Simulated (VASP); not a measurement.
Data:

```
BaS
1.0
    0.00000     3.28954     3.28954
    3.28954     0.00000     3.28954
    3.28954     3.28954     0.00000
Ba S
1 1
Direct
  0.00000   0.00000   0.00000
  0.50000   0.50000   0.50000
```

Method: LDA (Ceperley-Alder, Perdew-Zunger), VASP's LDA PAW potentials (set 64) (plane waves; VASP). Settings: 300 eV cut-off, 9×9×9 Γ-centred mesh, Gaussian smearing of 0.010 eV, potentials Ba_sv S.

At this cut-off the stress carries a Pulay error, which pulls relaxed volumes low.

Estimate the energy per atom (σ→0), pressure.

```json
{
 "energy per atom (σ→0)": "-5.515 eV/atom",
 "pressure": "-4.90 GPa"
}
```

Only differences to runs with the same potentials and settings are physical.

The structure comes from a computed database's BaS entry; how it stands against other phases isn't given here. The cell was not relaxed at this level.
